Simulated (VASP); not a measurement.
Output of a VASP run:

### OUTCAR
```
 ion  position               nearest neighbor table
   1  0.222  0.111  0.250-  37 1.98  49 1.98  45 1.98  36 1.99  16 3.23   2 3.24  14 3.24  10 3.24
                            12 3.24   4 3.24   9 3.25  24 3.25  32 3.25  13 3.25   5 3.25  17 3.27
   2  0.111  0.222  0.000-  38 1.98  42 1.98  62 1.98  37 1.99   5 3.19   3 3.24   1 3.24  24 3.24
                            26 3.24   7 3.24  14 3.25  25 3.25  10 3.25  33 3.25  18 3.25   6 3.25
   3  0.222  0.111  0.750-  39 1.98  51 1.98  47 1.98  38 1.99  19 3.20   7 3.22   2 3.24  14 3.24
                            10 3.24  12 3.24  11 3.25  26 3.25  34 3.25  15 3.25   4 3.26  16 3.27
   4  0.108  0.221  0.499-  60 1.95  39 2.00  36 2.00  40 2.01  24 3.21  27 3.22  35 3.22  26 3.23
                             8 3.23   7 3.23   1 3.24  72 3.24  12 3.25   3 3.26   5 3.26  16 3.31
   5  0.216  0.441  0.246-  41 1.95  37 1.95  40 1.99  53 2.02   6 3.19   2 3.19  28 3.20  24 3.20
                            18 3.23   9 3.25   1 3.25   4 3.26  17 3.29   8 3.30  20 3.33
   6  0.111  0.556  0.000-  46 1.98  66 1.98  42 1.98  41 1.99   5 3.19   9 3.24  11 3.24  28 3.24
                            30 3.24  10 3.25  18 3.25  29 3.25  21 3.25  25 3.25   2 3.25   7 3.27
   7  0.226  0.444  0.749-  55 1.96  39 1.97  42 2.01  43 2.02  19 3.17  22 3.18  72 3.19   8 3.21
                             3 3.22  18 3.23   4 3.23   2 3.24  26 3.26   6 3.27  11 3.27  30 3.29
   8  0.110  0.554  0.505-  43 1.94  64 1.99  44 2.01  40 2.02  30 3.19  72 3.20  11 3.20   7 3.21
                             4 3.23  27 3.23  23 3.25  31 3.25  12 3.26  28 3.27   9 3.28   5 3.30
   9  0.222  0.778  0.250-  45 1.98  41 1.98  57 1.98  44 1.99  23 3.22  12 3.24  10 3.24  21 3.24
                             6 3.24   1 3.25  32 3.25  28 3.25  13 3.25   5 3.25  20 3.27   8 3.28
  10  0.111  0.889  0.000-  46 1.98  38 1.98  70 1.98  45 1.99   9 3.24  11 3.24   1 3.24   3 3.24
                            32 3.24  34 3.24   6 3.25  21 3.25  33 3.25   2 3.25  29 3.25  14 3.25
  11  0.222  0.778  0.750-  47 1.98  43 1.98  59 1.98  46 1.99  22 3.20   8 3.20  12 3.24  10 3.24
                            21 3.24   6 3.24   3 3.25  34 3.25  30 3.25  15 3.25  23 3.26   7 3.27
  12  0.111  0.889  0.500-  44 1.98  36 1.98  68 1.98  47 1.99  16 3.24  11 3.24   9 3.24   3 3.24
                             1 3.24  32 3.24  34 3.24   4 3.25   8 3.26  35 3.26  23 3.26  31 3.27
  13  0.556  0.111  0.250-  61 1.98  57 1.98  49 1.98  48 1.99  16 3.19  20 3.23  23 3.23  25 3.24
                            27 3.24  21 3.24  14 3.24  24 3.25  28 3.25   9 3.25   1 3.25  17 3.27
  14  0.444  0.222  0.000-  38 1.98  54 1.98  50 1.98  49 1.99  19 3.19   3 3.24   1 3.24  15 3.24
                            13 3.24   2 3.25  21 3.25  10 3.25  18 3.25  25 3.25  29 3.25  17 3.29
  15  0.556  0.111  0.750-  63 1.98  59 1.98  51 1.98  50 1.99  16 3.23  19 3.23  25 3.24  27 3.24
                            21 3.24  14 3.24  26 3.25  30 3.25  11 3.25   3 3.25  22 3.25  23 3.27
  16  0.446  0.219  0.498-  48 1.93  36 1.99  52 2.01  51 2.01  13 3.19  27 3.21  17 3.22   1 3.23
                            23 3.23  15 3.23  31 3.23  12 3.24   3 3.27  19 3.28   4 3.31
  17  0.558  0.448  0.254-  52 1.92  65 1.98  53 1.99  49 2.02  31 3.16  72 3.21  16 3.22  32 3.22
                            20 3.24  28 3.24  29 3.26  18 3.26  13 3.27   1 3.27  14 3.29   5 3.29
  18  0.444  0.556  0.000-  42 1.98  58 1.98  54 1.98  53 1.99  22 3.19  19 3.20   7 3.23   5 3.23
                            21 3.25   6 3.25   2 3.25  33 3.25  29 3.25  14 3.25  20 3.25  17 3.26
  19  0.550  0.440  0.753-  54 1.95  51 1.96  55 1.98  67 2.04   7 3.17  14 3.19   3 3.20  18 3.20
                            15 3.23  29 3.24  22 3.25  30 3.28  16 3.28  34 3.30  31 3.31
  20  0.560  0.782  0.249-  69 1.94  57 1.98  56 2.01  53 2.01  24 3.20  33 3.20  23 3.21  32 3.22
                            35 3.22  13 3.23  21 3.23  17 3.24  18 3.25  72 3.26   9 3.27   5 3.33
  21  0.444  0.889  0.000-  46 1.98  50 1.98  58 1.98  57 1.99  22 3.20  20 3.23   9 3.24  11 3.24
                            13 3.24  15 3.24  10 3.25  18 3.25  14 3.25   6 3.25  25 3.25  33 3.25
  22  0.549  0.774  0.753-  55 1.94  58 1.96  59 1.97  71 2.04   7 3.18  18 3.19  21 3.20  11 3.20
                            33 3.24  72 3.25  15 3.25  19 3.25  23 3.25  34 3.29  35 3.29  26 3.29
  23  0.445  0.886  0.498-  44 1.98  56 1.99  48 2.00  59 2.01  72 3.20  20 3.21  35 3.22   9 3.22
                            16 3.23  13 3.23   8 3.25  22 3.25  11 3.26  27 3.26  12 3.26  15 3.27
  24  0.889  0.111  0.250-  61 1.98  37 1.98  69 1.98  60 1.99   5 3.20  20 3.20   4 3.21  35 3.23
                            27 3.24  25 3.24  33 3.24   2 3.24  13 3.25  28 3.25   1 3.25  32 3.25
  25  0.778  0.222  0.000-  62 1.98  50 1.98  66 1.98  61 1.99  24 3.24  26 3.24  13 3.24  15 3.24
                            28 3.24  30 3.24   2 3.25  33 3.25  21 3.25   6 3.25  14 3.25  29 3.25
  26  0.889  0.111  0.750-  63 1.98  39 1.98  71 1.98  62 1.99   4 3.23  35 3.23  27 3.24  25 3.24
                            33 3.24   2 3.24  15 3.25  30 3.25  34 3.25   3 3.25   7 3.26  22 3.29
  27  0.778  0.222  0.500-  60 1.98  48 1.98  64 1.98  63 1.99  16 3.21   4 3.22  35 3.23  31 3.23
                             8 3.23  24 3.24  26 3.24  28 3.24  30 3.24  15 3.24  13 3.24  23 3.26
  28  0.889  0.444  0.250-  61 1.98  41 1.98  65 1.98  64 1.99   5 3.20  31 3.21  27 3.24  25 3.24
                             6 3.24  29 3.24  17 3.24  24 3.25  13 3.25   9 3.25  32 3.25   8 3.27
  29  0.778  0.556  0.000-  70 1.98  54 1.98  66 1.98  65 1.99  19 3.24  32 3.24  34 3.24  28 3.24
                            30 3.24  33 3.25   6 3.25  10 3.25  25 3.25  18 3.25  14 3.25  17 3.26
  30  0.889  0.444  0.750-  63 1.98  43 1.98  67 1.98  66 1.99   8 3.19  25 3.24  27 3.24   6 3.24
                            29 3.24  26 3.25  15 3.25  11 3.25  34 3.25  31 3.26  19 3.28   7 3.29
  31  0.776  0.553  0.497-  64 1.97  68 1.99  52 2.00  67 2.02  17 3.16  28 3.21  32 3.23  27 3.23
                            16 3.23   8 3.25  30 3.26  12 3.27  34 3.27  35 3.28  19 3.31
  32  0.889  0.778  0.250-  69 1.98  65 1.98  45 1.98  68 1.99  20 3.22  17 3.22  31 3.23  33 3.24
                            29 3.24  12 3.24  10 3.24  24 3.25   9 3.25   1 3.25  28 3.25  35 3.25
  33  0.778  0.889  0.000-  70 1.98  58 1.98  62 1.98  69 1.99  20 3.20  32 3.24  34 3.24  24 3.24
                            26 3.24  22 3.24  29 3.25  10 3.25  25 3.25   2 3.25  18 3.25  21 3.25
  34  0.889  0.778  0.750-  71 1.98  67 1.98  47 1.98  70 1.99  33 3.24  29 3.24  10 3.24  12 3.24
                            11 3.25  26 3.25   3 3.25  30 3.25  35 3.25  31 3.27  22 3.29  19 3.30
  35  0.777  0.890  0.500-  60 1.97  56 1.98  71 1.99  68 2.00  23 3.22   4 3.22  20 3.22  27 3.23
                            26 3.23  24 3.23  34 3.25  32 3.25  12 3.26  31 3.28  22 3.29
  36  0.222  0.111  0.438-  12 1.98  16 1.99   1 1.99   4 2.00
  37  0.111  0.222  0.188-   5 1.95   1 1.98  24 1.98   2 1.99
  38  0.222  0.111  0.938-   2 1.98  14 1.98  10 1.98   3 1.99
  39  0.111  0.222  0.688-   7 1.97   3 1.98  26 1.98   4 2.00
  40  0.223  0.445  0.434-  72 1.95   5 1.99   4 2.01   8 2.02
  41  0.111  0.556  0.188-   5 1.95   9 1.98  28 1.98   6 1.99
  42  0.222  0.444  0.938-   2 1.98  18 1.98   6 1.98   7 2.01
  43  0.111  0.556  0.688-   8 1.94  11 1.98  30 1.98   7 2.02
  44  0.222  0.778  0.438-  23 1.98  12 1.98   9 1.99   8 2.01
...
```

### OSZICAR
```
...
RMM:   5    -0.436082685680E+03    0.51942E-05   -0.79716E-05   799   0.183E-02
  16 F= -.43608269E+03 E0= -.43606118E+03  d E =-.838289E-03  mag=     1.0000
       N       E                     dE             d eps       ncg     rms          rms(c)
DAV:   1    -0.436082682617E+03    0.82576E-05   -0.11502E-03   872   0.819E-02    0.816E-03
RMM:   2    -0.436082685420E+03   -0.28036E-05   -0.34006E-05   504   0.125E-02    0.622E-03
RMM:   3    -0.436082685486E+03   -0.65807E-07   -0.46345E-06   409   0.483E-03    0.360E-03
RMM:   4    -0.436082685539E+03   -0.53415E-07   -0.15890E-06   250   0.235E-03
  17 F= -.43608269E+03 E0= -.43606112E+03  d E =-.838148E-03  mag=     1.0000
       N       E                     dE             d eps       ncg     rms          rms(c)
DAV:   1    -0.436082665376E+03    0.20110E-04   -0.36030E-01   736   0.140E+00    0.127E-01
RMM:   2    -0.436083298872E+03   -0.63350E-03   -0.80204E-03   740   0.186E-01    0.871E-02
RMM:   3    -0.436083396036E+03   -0.97164E-04   -0.13193E-03   859   0.711E-02    0.444E-02
RMM:   4    -0.436083389874E+03    0.61619E-05   -0.17658E-04   842   0.274E-02    0.245E-02
RMM:   5    -0.436083386507E+03    0.33672E-05   -0.61567E-05   697   0.157E-02
  18 F= -.43608339E+03 E0= -.43606164E+03  d E =-.700967E-03  mag=     1.0000
       N       E                     dE             d eps       ncg     rms          rms(c)
DAV:   1    -0.436083382455E+03    0.74194E-05   -0.12728E-02   832   0.262E-01    0.267E-02
RMM:   2    -0.436083405752E+03   -0.23297E-04   -0.29610E-04   764   0.360E-02    0.188E-02
RMM:   3    -0.436083410843E+03   -0.50910E-05   -0.60015E-05   593   0.146E-02    0.898E-03
RMM:   4    -0.436083411209E+03   -0.36583E-06   -0.10947E-05   459   0.634E-03
  19 F= -.43608341E+03 E0= -.43606159E+03  d E =-.725669E-03  mag=     1.0000
       N       E                     dE             d eps       ncg     rms          rms(c)
DAV:   1    -0.436083354139E+03    0.56704E-04   -0.26219E-01   736   0.116E+00    0.101E-01
RMM:   2    -0.436083803660E+03   -0.44952E-03   -0.55451E-03   743   0.151E-01    0.555E-02
RMM:   3    -0.436083885078E+03   -0.81419E-04   -0.10128E-03   873   0.584E-02    0.417E-02
RMM:   4    -0.436083882797E+03    0.22815E-05   -0.13626E-04   742   0.223E-02    0.224E-02
RMM:   5    -0.436083880924E+03    0.18730E-05   -0.48501E-05   593   0.128E-02
  20 F= -.43608388E+03 E0= -.43606211E+03  d E =-.469715E-03  mag=     1.0000
       N       E                     dE             d eps       ncg     rms          rms(c)
DAV:   1    -0.436083884850E+03   -0.20529E-05   -0.27792E-03   864   0.118E-01    0.134E-02
RMM:   2    -0.436083890317E+03   -0.54667E-05   -0.70479E-05   565   0.168E-02    0.778E-03
RMM:   3    -0.436083891585E+03   -0.12683E-05   -0.14954E-05   448   0.716E-03    0.508E-03
RMM:   4    -0.436083891715E+03   -0.12980E-06   -0.28810E-06   352   0.355E-03
  21 F= -.43608389E+03 E0= -.43606210E+03  d E =-.480506E-03  mag=     1.0000
       N       E                     dE             d eps       ncg     rms          rms(c)
DAV:   1    -0.436083973032E+03   -0.81447E-04   -0.17976E-01   736   0.991E-01    0.799E-02
RMM:   2    -0.436084252420E+03   -0.27939E-03   -0.34869E-03   744   0.125E-01    0.372E-02
RMM:   3    -0.436084298570E+03   -0.46150E-04   -0.60526E-04   865   0.467E-02    0.257E-02
RMM:   4    -0.436084299403E+03   -0.83352E-06   -0.93916E-05   686   0.181E-02
  22 F= -.43608430E+03 E0= -.43606250E+03  d E =-.407688E-03  mag=     1.0000
```

File OUTCAR:
```
------------------------ aborting loop because EDIFF is reached ----------------------------------------
  FORCE on cell =-STRESS in cart. coord.  units (eV):
  Direction    XX          YY          ZZ          XY          YZ          ZX
  --------------------------------------------------------------------------------------
  Total      -13.2323798    -12.9509831    -23.5516569     -0.0118880     -0.0395721      0.0163960
  in kB      -24.4618332    -23.9416336    -43.5384043     -0.0219765     -0.0731543      0.0303103
  external PRESSURE =     -30.6472904 kB  Pullay stress =       0.0000000 kB
  volume of cell :      866.68
      direct lattice vectors                 reciprocal lattice vectors
     4.868317893 -8.432173817  0.000000000     0.102704879 -0.059296690  0.000000000
     4.868317893  8.432173817  0.000000000     0.102704879  0.059296690  0.000000000
     0.000000000  0.000000000 10.556283981     0.000000000  0.000000000  0.094730305
  FREE ENERGIE OF THE ION-ELECTRON SYSTEM (eV)
  ---------------------------------------------------
  free  energy   TOTEN  =      -436.0842994030 eV

  energy  without entropy=     -436.0406999516  energy(sigma->0) =     -436.06249968

 total charge

# of ion       s       p       d       tot
------------------------------------------
    1        0.983   1.340   0.353   2.677
    2        0.987   1.357   0.361   2.705
    3        0.985   1.344   0.356   2.684
    4        0.995   1.385   0.367   2.747
    5        0.986   1.364   0.361   2.711
    6        0.987   1.357   0.361   2.705
    7        0.985   1.353   0.360   2.698
    8        0.995   1.385   0.367   2.747
    9        0.983   1.340   0.353   2.677
   10        0.984   1.339   0.354   2.677
   11        0.984   1.344   0.356   2.684
   12        0.986   1.334   0.352   2.671
   13        0.983   1.341   0.353   2.678
   14        0.987   1.357   0.361   2.705
   15        0.985   1.342   0.355   2.682
   16        0.995   1.385   0.367   2.747
   17        0.986   1.364   0.361   2.711
   18        0.975   1.298   0.337   2.610
   19        0.985   1.353   0.360   2.698
   20        0.986   1.365   0.361   2.711
   21        0.987   1.357   0.361   2.704
   22        0.985   1.353   0.360   2.698
   23        0.995   1.385   0.367   2.747
   24        0.983   1.341   0.354   2.678
   25        0.983   1.340   0.354   2.677
   26        0.985   1.342   0.355   2.682
   27        0.982   1.339   0.351   2.672
   28        0.983   1.341   0.353   2.677
   29        0.987   1.357   0.361   2.705
   30        0.985   1.342   0.355   2.682
   31        0.995   1.385   0.367   2.747
   32        0.983   1.341   0.353   2.677
   33        0.987   1.357   0.361   2.706
   34        0.984   1.343   0.355   2.683
   35        0.995   1.386   0.368   2.748
   36        1.233   2.433   0.000   3.666
   37        1.233   2.445   0.000   3.678
   38        1.230   2.445   0.000   3.676
   39        1.231   2.438   0.000   3.669
   40        1.250   2.424   0.000   3.674
   41        1.233   2.445   0.000   3.677
   42        1.234   2.439   0.000   3.673
   43        1.231   2.438   0.000   3.669
   44        1.233   2.433   0.000   3.665
   45        1.231   2.441   0.000   3.672
   46        1.230   2.445   0.000   3.676
   47        1.231   2.440   0.000   3.672
   48        1.243   2.427   0.000   3.670
...
```
(Selected blocks of OUTCAR.)

**POSCAR**
```
CaGa35N36
1
    4.8683178927    -8.4321738171     0.0000000000
    4.8683178927     8.4321738171     0.0000000000
    0.0000000000     0.0000000000    10.5562839806
Ga N Ca
35 36 1
Direct
  0.2222220000   0.1111110000   0.2500000000
  0.1111110000   0.2222220000   0.0000000000
  0.2222220000   0.1111110000   0.7500000000
  0.1075820000   0.2211740000   0.4992540000
  0.2161800000   0.4414330000   0.2457970000
  0.1111110000   0.5555560000   0.0000000000
  0.2260990000   0.4435850000   0.7485860000
  0.1102450000   0.5540330000   0.5045960000
  0.2222220000   0.7777780000   0.2500000000
  0.1111110000   0.8888890000   0.0000000000
  0.2222220000   0.7777780000   0.7500000000
  0.1111110000   0.8888890000   0.5000000000
  0.5555560000   0.1111110000   0.2500000000
  0.4444440000   0.2222220000   0.0000000000
  0.5555560000   0.1111110000   0.7500000000
  0.4461440000   0.2185300000   0.4976840000
  0.5575120000   0.4476160000   0.2539430000
  0.4444440000   0.5555560000   0.0000000000
  0.5498240000   0.4400290000   0.7534860000
  0.5602940000   0.7819460000   0.2489580000
  0.4444440000   0.8888890000   0.0000000000
  0.5493940000   0.7740510000   0.7528080000
  0.4446970000   0.8860930000   0.4977150000
  0.8888890000   0.1111110000   0.2500000000
  0.7777780000   0.2222220000   0.0000000000
  0.8888890000   0.1111110000   0.7500000000
  0.7777780000   0.2222220000   0.5000000000
  0.8888890000   0.4444440000   0.2500000000
  0.7777780000   0.5555560000   0.0000000000
  0.8888890000   0.4444440000   0.7500000000
  0.7758290000   0.5530480000   0.4974090000
  0.8888890000   0.7777780000   0.2500000000
  0.7777780000   0.8888890000   0.0000000000
  0.8888890000   0.7777780000   0.7500000000
  0.7772860000   0.8904000000   0.5000870000
  0.2222220000   0.1111110000   0.4385000000
  0.1111110000   0.2222220000   0.1885000000
  0.2222220000   0.1111110000   0.9385000000
  0.1111110000   0.2222220000   0.6885000000
  0.2230530000   0.4445900000   0.4340300000
  0.1111110000   0.5555560000   0.1885000000
  0.2222220000   0.4444440000   0.9385000000
  0.1111110000   0.5555560000   0.6885000000
  0.2222220000   0.7777780000   0.4385000000
  0.1111110000   0.8888890000   0.1885000000
  0.2222220000   0.7777780000   0.9385000000
  0.1111110000   0.8888890000   0.6885000000
  0.5555560000   0.1111110000   0.4385000000
  0.4444440000   0.2222220000   0.1885000000
  0.5555560000   0.1111110000   0.9385000000
  0.4444440000   0.2222220000   0.6885000000
  0.5519610000   0.4441200000   0.4357410000
  0.4444440000   0.5555560000   0.1885000000
  0.5555560000   0.4444440000   0.9385000000
  0.4470490000   0.5578830000   0.6904340000
  0.5553230000   0.7724720000   0.4391340000
  0.4444440000   0.8888890000   0.1885000000
  0.5555560000   0.7777780000   0.9385000000
  0.4444440000   0.8888890000   0.6885000000
  0.8888890000   0.1111110000   0.4385000000
  0.7777780000   0.2222220000   0.1885000000
  0.8888890000   0.1111110000   0.9385000000
  0.7777780000   0.2222220000   0.6885000000
  0.8888890000   0.4444440000   0.4385000000
  0.7777780000   0.5555560000   0.1885000000
  0.8888890000   0.4444440000   0.9385000000
  0.7777780000   0.5555560000   0.6885000000
  0.8888890000   0.7777780000   0.4385000000
  0.7777780000   0.8888890000   0.1885000000
  0.8888890000   0.7777780000   0.9385000000
  0.7777780000   0.8888890000   0.6885000000
  0.4397140000   0.5552520000   0.4992920000
```

Write an INCAR and KPOINTS that could have produced this output.

Several could match; the one computed here: the input of the run itself, PBE GGA, plane waves, VASP's PBE PAW potentials (set 64).

INCAR:
```
LORBIT  =  10
SIGMA  =  0.05
ISYM  =  0
SYSTEM  =  CaGa35N36
NUPDOWN  =  1
LREAL  =  Auto
ISPIN  =  2
NELMIN  =  4
ALGO  =  Fast   ! Davidson, then RMM-DIIS
LASPH  =  .TRUE.   ! aspherical one-centre terms
NELECT  =  293.0
LMAXMIX  =  4   ! l cut-off of mixed one-centre charges
NELM  =  100   ! most electronic steps
LCHARG  =  .FALSE.
ENCUT  =  400
EDIFFG  =  -0.03   ! ionic stop
LWAVE  =  .FALSE.
IBRION  =  2
MAGMOM  =  72*0.0139
PREC  =  Normal
NSW  =  60
ISIF  =  2   ! forces and stress, cell fixed
EDIFF  =  1E-5   ! SCF stop (eV)
GGA  =  PE
ISMEAR  =  0   ! Gaussian
```

### KPOINTS
```
Automatic mesh
0
Gamma
1 1 1
0 0 0
```

POTCAR, in this order: Ga N Ca_sv (PBE.64 set). Program: vasp_gam.

At this cut-off the stress carries a Pulay error, which pulls relaxed volumes low. The cell is charged, with a uniform compensating background. The supercell is sampled at Γ alone, which is coarse: total energies, pressure and levels can be off, energies of defects by several tenths of an eV.

The cell is a supercell with a defect, built from GaN (wurtzite): Ca_Ga, charge +2.
